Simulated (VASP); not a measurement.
Computed with PBEsol GGA, VASP's PBE PAW potentials (set 64) (plane waves; VASP).

The input files of a VASP run:

POSCAR:
```
MnO
1
    3.8876472600     0.0000000000     0.0000000000
    0.0000000000     3.8876472600    -0.0000000000
   -0.0000000000    -0.0000000000     2.9870021187
Mn O
2 2
Direct
  0.5000000000   0.0000000000   0.0316579701
  0.0000000000   0.5000000000   0.9683420299
  0.0000000000   0.0000000000   0.0000000000
  0.5000000000   0.5000000000   0.0000000000
```

**KPOINTS**
```
Automatic mesh
0
G
8 8 10
0 0 0
```

### INCAR
```
SIGMA=0.1   ! width (eV)
ISIF=2   ! forces and stress, cell fixed
PREC=Accurate
LWAVE=.FALSE.
LCHARG=.FALSE.
LASPH=.TRUE.   ! aspherical one-centre terms
ISPIN=2   ! spin-polarised
ALGO=Normal
GGA=PS
ENCUT=600   ! plane-wave cut-off (eV)
LMAXMIX=4
LORBIT=10
NELM=100
ISMEAR=1   ! Methfessel-Paxton
SYSTEM=MnO
LREAL=.FALSE.   ! projection in real space or not
MAGMOM=2*3.2 2*0.1
EDIFF=1E-7
```

POTCAR, in this order: Mn_pv O (PBE.64 set). Program: vasp_std.

The moments were started parallel, and other spin orders were not tried in this run.

Question: Predict the energy per atom (σ→0), cell moment, pressure, largest force, band gap (on the k-mesh).

Answer: 
| Item | Value |
|---|---|
| energy per atom (σ→0) | -8.540 eV/atom |
| cell moment | 7.12 μB |
| band gap (on the k-mesh) | none (metal, semimetal or under 0.01 eV) |
| pressure | 1.46 GPa |
| largest force | 0.072 eV/Å |

### OSZICAR
```
...
DAV:  11    -0.341615095830E+02   -0.18356E-02   -0.16462E-02  9844   0.869E-01    0.265E-01
DAV:  12    -0.341619916706E+02   -0.48209E-03   -0.12629E-03  9678   0.278E-01    0.114E-01
DAV:  13    -0.341619815933E+02    0.10077E-04   -0.88223E-05  9506   0.750E-02    0.507E-02
DAV:  14    -0.341619765098E+02    0.50835E-05   -0.33172E-05 10460   0.437E-02    0.254E-02
DAV:  15    -0.341619768041E+02   -0.29426E-06   -0.49272E-06 10110   0.196E-02    0.112E-02
DAV:  16    -0.341619769828E+02   -0.17869E-06   -0.12937E-06 10058   0.954E-03    0.619E-03
DAV:  17    -0.341619770719E+02   -0.89124E-07   -0.18753E-07  6508   0.469E-03
   1 F= -.34161977E+02 E0= -.34161942E+02  d E =-.104109E-03  mag=     7.1182
```

The structure was generated: MnO was put into the litharge type (P4/nmm), which need not be its known phase. It was relaxed first, which changed the volume by -8 %.
